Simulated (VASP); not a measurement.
# K2BrF6 (P-3m1) in VASP: single point with PBEsol

Aim: the single point of K2BrF6 with PBEsol.

Program: VASP 6.6.1. These are calculated values, not measurements. Logs are shortened: lines on timing, memory, paths and dates and some standing lists are left out, and cuts for length are marked.

## (1) Starting point

It takes space group P-3m1 (No. 164, trigonal). The conventional cell has a = 6.087 Å, b = 6.087 Å, c = 4.890 Å, α = 90.00°, β = 90.00°, γ = 120.00°. F (site symmetry m) is surrounded by 1 Br at 2.04 Å. Around K (site symmetry 3m) lie 12 F at 2.97 to 3.10 Å. Br (site symmetry -3m) has 6 F at 2.04 Å as nearest neighbours.

The cell was built by a generator and needn't be a form met in nature.

## (2) Single point, PBEsol

File INCAR:

```
SYSTEM = K2BrF6
PREC     = Accurate       ! precision mode
ENCUT    = 520            ! plane-wave cutoff, eV
EDIFF    = 1E-7           ! SCF threshold, eV
ISMEAR   = 0              ! smearing method
SIGMA    = 0.0938         ! smearing width, eV
LREAL    = .False.        ! projectors in reciprocal space
LASPH    = .True.         ! aspherical terms in the spheres
NELM     = 100            ! most SCF steps
ALGO     = Fast           ! electronic algorithm
ISIF     = 2              ! what is computed and relaxed
LWAVE    = .False.        ! write WAVECAR
LCHARG   = .True.         ! write CHGCAR
GGA      = PS             ! functional
LELF     = .True.         ! ELF
LVHAR    = .True.       
NBANDS   = 44             ! bands
```

File KPOINTS:

```
regular mesh
0
Gamma
  7 7 7
  0 0 0
```

File POSCAR:

```
K2BrF6
1.0
    6.0867340000      0.0000000000      0.0000000000
   -3.0433670000      5.2712680000      0.0000000000
    0.0000000000      0.0000000000      4.8899540000
F K Br
6 2 1
Direct
    0.1626000000      0.8374000000      0.2260000000
    0.1626000000      0.3252000000      0.2260000000
    0.6748000000      0.8374000000      0.2260000000
    0.8374000000      0.1626000000      0.7740000000
    0.3252000000      0.1626000000      0.7740000000
    0.8374000000      0.6748000000      0.7740000000
    0.3333000000      0.6667000000      0.7088000000
    0.6667000000      0.3333000000      0.2912000000
    0.0000000000      0.0000000000      0.0000000000
```

Potentials or basis: VASP PAW PBE potentials, release 64 (F, K_sv, Br).

On the command line:

```sh
> cat potpaw_PBE.64/F/POTCAR potpaw_PBE.64/K_sv/POTCAR potpaw_PBE.64/Br/POTCAR > POTCAR
> mpirun -np 1 vasp_std > vasp.out
```

OUTCAR:

```text
SYSTEM = K2BrF6
   PREC = Accurate
   ENCUT = 520
   EDIFF = 1E-7
   ISMEAR = 0
   LREAL = .False.
   LASPH = .True.
   NELM = 100
   ISIF = 2
   GGA = PS

 ion  position               nearest neighbor table
   1  0.163  0.837  0.226-   9 2.04
   2  0.163  0.325  0.226-   9 2.04
   3  0.675  0.837  0.226-   9 2.04
   4  0.837  0.163  0.774-   9 2.04
   5  0.325  0.163  0.774-   9 2.04
   6  0.837  0.675  0.774-   9 2.04
   7  0.333  0.667  0.709-
   8  0.667  0.333  0.291-
   9  0.000  0.000  0.000-   1 2.04   4 2.04   3 2.04   5 2.04   2 2.04   6 2.04

  LATTYP: Found a hexagonal cell.
 ALAT       =     6.0867340000
 C/A-ratio  =     0.8033789550

  Lattice vectors:

 A1 = (   6.0867340000,   0.0000000000,   0.0000000000)
 A2 = (  -3.0433670000,   5.2712680000,   0.0000000000)
 A3 = (   0.0000000000,   0.0000000000,   4.8899540000)

Analysis of symmetry for initial positions (statically):
=====================================================================
 Subroutine PRICEL returns:
 Original cell was already a primitive cell.

 Routine SETGRP: Setting up the symmetry group for a
 hexagonal supercell.

 Subroutine GETGRP returns: Found  4 space group operations
 (whereof  4 operations were pure point group operations)
 out of a pool of 24 trial point group operations.

The static configuration has the point symmetry C_2h.

Analysis of symmetry for dynamics (positions and initial velocities):
=====================================================================
 Subroutine PRICEL returns:
 Original cell was already a primitive cell.

 Routine SETGRP: Setting up the symmetry group for a
 hexagonal supercell.

 Subroutine GETGRP returns: Found  4 space group operations
 (whereof  4 operations were pure point group operations)
 out of a pool of 24 trial point group operations.

The dynamic configuration has the point symmetry C_2h.

 Subroutine INISYM returns: Found  4 space group operations
 (whereof  4 operations are pure point group operations),
 and found     1 'primitive' translations

----------------------------------------------------------------------------------------

                                     Primitive cell

  volume of cell :     156.8932

  direct lattice vectors                    reciprocal lattice vectors
     6.086734000  0.000000000  0.000000000     0.164291720  0.094853838  0.000000000
    -3.043367000  5.271268000  0.000000000     0.000000000  0.189707676  0.000000000
     0.000000000  0.000000000  4.889954000     0.000000000  0.000000000  0.204500901

  length of vectors
     6.086734000  6.086735498  4.889954000     0.189707722  0.189707676  0.204500901

  position of ions in fractional coordinates (direct lattice)
     0.162600000  0.837400000  0.226000000
     0.162600000  0.325200000  0.226000000
     0.674800000  0.837400000  0.226000000
     0.837400000  0.162600000  0.774000000
     0.325200000  0.162600000  0.774000000
     0.837400000  0.674800000  0.774000000
     0.333300000  0.666700000  0.708800000
     0.666700000  0.333300000  0.291200000
     0.000000000  0.000000000  0.000000000

  ion indices of the primitive-cell ions
   primitive index   ion index
                 1           1
                 2           2
                 3           3
                 4           4
                 5           5
                 6           6
                 7           7
                 8           8
                 9           9

----------------------------------------------------------------------------------------

 KPOINTS: regular mesh

Automatic generation of k-mesh.
 Grid dimensions read from file:
 generate k-points for:    7    7    7

 Generating k-lattice:

  Cartesian coordinates                     Fractional coordinates (reciprocal lattice)
     0.023470246  0.013550548  0.000000000     0.142857143  0.000000000  0.000000000
     0.000000000  0.027101097  0.000000000     0.000000000  0.142857143  0.000000000
     0.000000000  0.000000000  0.029214414     0.000000000  0.000000000  0.142857143

  Length of vectors
     0.027101103  0.027101097  0.029214414

  Shift w.r.t. Gamma in fractional coordinates (k-lattice)
     0.000000000  0.000000000  0.000000000

 Subroutine IBZKPT returns following result:
 ===========================================

 Found    100 irreducible k-points:

 Following reciprocal coordinates:
            Coordinates               Weight
  0.000000  0.000000  0.000000      1.000000
  0.142857  0.000000  0.000000      4.000000
 -0.142857  0.142857  0.000000      2.000000
  0.285714 -0.000000  0.000000      4.000000
 -0.285714  0.285714  0.000000      2.000000
  0.428571 -0.000000  0.000000      4.000000
[... 16 lines left out ...]
  0.000000  0.285714  0.142857      4.000000
 -0.285714  0.285714  0.142857      2.000000
 [... further k-points ...]
   k-points           NKPTS =    100   k-points in BZ     NKDIM =    100   number of bands    NBANDS=     44
   number of dos      NEDOS =    301   number of ions     NIONS =      9
   total plane-waves  NPLWV =  82944
   dimension x,y,z NGX =    48 NGY =   48 NGZ =   36
   dimension x,y,z NGXF=    96 NGYF=   96 NGZF=   72
   ions per type =               6   2   1
   NGX,Y,Z   is equivalent  to a cutoff of  13.11, 13.11, 12.24 a.u.
   NGXF,Y,Z  is equivalent  to a cutoff of  26.22, 26.22, 24.48 a.u.
 SYSTEM =  K2BrF6
   PREC   = accura    normal or accurate (medium, high low for compatibility)
   ISTART =      0    job   : 0-new  1-cont  2-samecut
   ICHARG =      2    charge: 1-file 2-atom 10-const
   ISPIN  =      1    spin polarized calculation?
   LNONCOLLINEAR =      F non collinear calculations
   LSORBIT =      F    spin-orbit coupling
   LASPH  =      T    aspherical Exc in radial PAW
   ENCUT  =  520.0 eV  38.22 Ry    6.18 a.u.  11.32 11.32  9.09*2*pi/ulx,y,z
   NELM   =    100;   NELMIN=  2; NELMDL= -5     # of ELM steps
   EDIFF  = 0.1E-06   stopping-criterion for ELM
   LREAL  =      F    real-space projection
   EDIFFG = 0.1E-05   stopping-criterion for IOM
   NSW    =      0    number of steps for IOM
   IBRION =     -1    ionic relax: 0-MD 1-quasi-New 2-CG
   NFREE  =      0    steps in history (QN), initial steepest desc. (CG)
   ISIF   =      2    stress and relaxation
   ISYM   =      2    0-nonsym 1-usesym 2-fastsym
   POTIM  = 0.5000    time-step for ionic-motion
   TEBEG  =    0.0;   TEEND  =   0.0 temperature during run
   PSTRESS=    0.0 pullay stress
   NELECT =      67.0000    total number of electrons
   NUPDOWN=      -1.0000    fix difference up-down
   EMIN   =  10.00;   EMAX   =-10.00  energy-range for DOS
   EFERMI =   0.00;   METHOD = LEGACY
   ISMEAR =     0;   SIGMA  =   0.09  broadening in eV -4-tet -1-fermi 0-gaus
   EFERMI_NEDOS =   21; number of points for ismear=-14 and -15
   IALGO  =     68    algorithm
   IMIX   =      4    mixing-type and parameters
     AMIX     =   0.40;   BMIX     =  1.00
     AMIX_MAG =   1.60;   BMIX_MAG =  1.00
  volume/ion in A,a.u.               =      17.43       117.64
  Fermi-wavevector in a.u.,A,eV,Ry     =   1.232816  2.329685 20.678625  1.519836
  Thomas-Fermi vector in A             =   2.367571
   LORBIT       =      0    0 simple, 1 ext, 2 COOP (PROOUT), +10 PAW based schemes
   GGA     = PS    functional components
   LHFCALC =     F    Hartree Fock is set to
   AEXX    =    0.0000 exact exchange contribution
   IVDW    =     0    specifies the selected vdW correction
   LEPSILON=     F    determine dielectric tensor
   LRPA    =     F    only Hartree local field effects (RPA)
 non-spin polarized calculation
 RMM-DIIS sequential band-by-band and
 Gauss-broadening in eV      SIGMA  =   0.09
  energy-cutoff  :      520.00
  volume of cell :      156.89
 maximum number of plane-waves:      4303
 NGX is ok and might be reduce to    48
   NGX = 23   NGY = 23   NGZ = 19

 number of electron      66.9999993 magnetization

 Free energy of the ion-electron system (eV)
  ---------------------------------------------------
  ext. energy  EPLUGINS =         0.00000000
  ---------------------------------------------------
  free energy    TOTEN  =       -30.95214483 eV

  energy without entropy =      -30.91886254  energy(sigma->0) =      -30.93550368

 E-fermi :   0.5565     XC(G=0):  -8.6139

 val. band max:        0.5509660751   @ k =   0.0000   0.4286   0.4286
 cond. band min:       0.5919119741   @ k =   0.2857   0.1429   0.4286
 fundamental gap:      0.0409458990
 Fermi energy:         0.5564795608

 k-point     1 :       0.0000    0.0000    0.0000
  band No.  band energies     occupation
      1     -28.8531      2.00000
      2     -28.8308      2.00000
      3     -23.7742      2.00000
      4     -22.7877      2.00000
      5     -22.7876      2.00000
      6     -22.6759      2.00000
[... 36 lines left out ...]
     43       8.4445      0.00000
     44       8.7921      0.00000

 k-point     2 :       0.1429    0.0000    0.0000
  band No.  band energies     occupation
      1     -28.8519      2.00000
      2     -28.8317      2.00000
      3     -23.7696      2.00000
      4     -22.7966      2.00000
      5     -22.7885      2.00000
      6     -22.6688      2.00000
[... 36 lines left out ...]
     43       8.4554      0.00000
     44       8.6990      0.00000

 k-point     3 :      -0.1429    0.1429    0.0000
  band No.  band energies     occupation
      1     -28.8519      2.00000
      2     -28.8316      2.00000
      3     -23.7696      2.00000
      4     -22.7967      2.00000
      5     -22.7884      2.00000
      6     -22.6688      2.00000
[... 36 lines left out ...]
     43       8.5027      0.00000
     44       8.8184      0.00000

 k-point     4 :       0.2857   -0.0000    0.0000
  band No.  band energies     occupation
      1     -28.8489      2.00000
      2     -28.8339      2.00000
      3     -23.7590      2.00000
      4     -22.8181      2.00000
      5     -22.7905      2.00000
      6     -22.6499      2.00000
[... 882 lines left out ...]
     43       8.6700      0.00000
     44       8.9442      0.00000

 k-point    23 :       0.0000    0.2857    0.1429
  band No.  band energies     occupation
      1     -28.8479      2.00000
      2     -28.8341      2.00000
      3     -23.7500      2.00000
      4     -22.8140      2.00000
      5     -22.7843      2.00000
      6     -22.6629      2.00000
[... 36 lines left out ...]
     43       8.4615      0.00000
     44       8.9155      0.00000

 k-point    24 :      -0.2857    0.2857    0.1429
  band No.  band energies     occupation
      1     -28.8479      2.00000
      2     -28.8341      2.00000
      3     -23.7500      2.00000
      4     -22.8131      2.00000
      5     -22.7851      2.00000
      6     -22.6628      2.00000
[... 36 lines left out ...]
     43       8.6718      0.00000
     44       8.9484      0.00000

 [... further k-points ...]

------------------------ aborting loop because EDIFF is reached ----------------------------------------

  FORCE on cell =-STRESS in cart. coord.  units (eV):
  Direction    XX          YY          ZZ          XY          YZ          ZX
  --------------------------------------------------------------------------------------
  -------------------------------------------------------------------------------------
  Total       -1.9971481     -1.9978637     -4.9846616     -0.0006186     -0.0003178      0.0005506
  in kB      -20.3946685    -20.4019766    -50.9028468     -0.0063174     -0.0032457      0.0056227
  external PRESSURE =     -30.5664973 kB  Pullay stress =       0.0000000 kB

 VOLUME and BASIS-vectors are now :
 -----------------------------------------------------------------------------
  energy-cutoff  :      520.00
  volume of cell :      156.89
      direct lattice vectors                 reciprocal lattice vectors
     6.086734000  0.000000000  0.000000000     0.164291720  0.094853838  0.000000000
    -3.043367000  5.271268000  0.000000000     0.000000000  0.189707676  0.000000000
     0.000000000  0.000000000  4.889954000     0.000000000  0.000000000  0.204500901

 POSITION                                       TOTAL-FORCE (eV/Angst)
 -----------------------------------------------------------------------------------
     -1.55881      4.41416      1.10513         0.124319     -0.071775     -0.473012
     -0.00000      1.71422      1.10513        -0.000160      0.143083     -0.473211
      1.55881      4.41416      1.10513        -0.123994     -0.071403     -0.473211
      4.60218      0.85711      3.78482        -0.124319      0.071775      0.473012
      1.48455      0.85711      3.78482         0.123994      0.071403      0.473211
      3.04337      3.55705      3.78482         0.000160     -0.143083      0.473211
     -0.00030      3.51435      3.46600         0.000262     -0.000152      0.072889
      3.04367      1.75691      1.42395        -0.000262      0.000152     -0.072889
      0.00000      0.00000      0.00000        -0.000000     -0.000000      0.000000
 -----------------------------------------------------------------------------------
    total drift:                               -0.000000      0.000000      0.000000

  FREE ENERGIE OF THE ION-ELECTRON SYSTEM (eV)
  ---------------------------------------------------
  free  energy   TOTEN  =       -30.9521448277 eV

  energy  without entropy=      -30.9188625401  energy(sigma->0) =      -30.93550368
```

It took 21 min on 1 thread of Intel Xeon Platinum 8559C (Emerald Rapids), shared host; peak memory 0.66 GiB.

What came out:

* Free energy: -30.9521 eV
* Pressure: -3.1 GPa
* Largest force: 0.494 eV/Å
* Band gap on the k mesh: none (metal or under the smearing width)

Forces on the atoms (eV/Å):
```
F    0.124 -0.072 -0.473
F    0.000  0.143 -0.473
F   -0.124 -0.071 -0.473
F   -0.124  0.072  0.473
F    0.124  0.071  0.473
F    0.000 -0.143  0.473
K    0.000  0.000  0.073
K    0.000  0.000 -0.073
Br   0.000  0.000  0.000
```

Caveat: the PAW data sets were made with another functional, which shifts forces and pressure a little; an odd number of electrons without spin polarisation forces a metal; a magnetic or distorted state may lie lower.
